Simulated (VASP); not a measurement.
Data:

```xyz
3
Lattice="0.0000 2.9471 2.9471 2.9471 0.0000 2.9471 2.9471 2.9471 0.0000" Properties=species:S:1:pos:R:3 pbc="T T T"
Al     1.4736     1.4736     1.4736
Al     4.4207     4.4207     4.4207
Pt     0.0000     0.0000     0.0000
```

Method: MS2 meta-GGA, VASP's PBE PAW potentials (set 64) (plane waves; VASP). Numerical set-up: 520 eV cut-off, 10×10×10 Γ-centred mesh, tetrahedra with Blöchl corrections, potentials Al Pt.

Unless said otherwise, spin-orbit coupling is left out, though it shifts the bands of the heavy elements here.

Q: Predict the energy per atom (σ→0), band gap (over mesh and band path) with the smallest direct gap where there is one.

A: 
The band gap (over mesh and band path) is none (metal, semimetal or under 0.01 eV) and the energy per atom (σ→0) comes out as -1.919 eV/atom.

The absolute energy has meaning only against runs of the same code, potentials and settings.

The compound is PtAl2 in the fluorite structure. It was relaxed first.
